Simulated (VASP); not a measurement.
Consider the following.

```yaml
crystal:
  lattice:
    - [0.00000, 3.11609, 3.11609]
    - [3.11609, 0.00000, 3.11609]
    - [3.11609, 3.11609, 0.00000]
  atoms:
    - { symbol: Yb, position: [0.50000, 0.50000, 0.50000] }
    - { symbol: Sb, position: [0.00000, 0.00000, 0.00000] }
```

Method: PBEsol GGA, VASP's PBE PAW potentials (set 64) (plane waves; VASP 6.6.1). Run with 400 eV cut-off, Gaussian smearing of 0.050 eV, potentials Yb_2 Sb.

The 4f electrons are frozen in the core of the lanthanide potential, so 4f levels, which can set the real gap, and their magnetism are missing.

Problem. Give the energies of bands 5 to 9 at the high-symmetry points, in eV from the Fermi level.

Solution. 
```
band     Γ      X      U      L      W
----  ----  -----  -----  -----  -----
5     1.57  -1.88  -1.65  -3.24  -1.31
6     1.57   0.18  -1.61  -0.33  -1.31
7     1.57   0.18  -0.12  -0.33  -1.21
8     3.46   1.49   2.83   4.42   4.54
9     3.46   3.49   5.21   5.62   4.55
```

It has no gap at this level: it comes out as a metal or semimetal.

The structure comes from a measured YbSb entry (Fm-3m) of the Crystallography Open Database, whose conditions weren't checked. It was relaxed first, which changed the volume by +8 %. The electron count is odd and the run is not spin-polarised, which forces a metal.
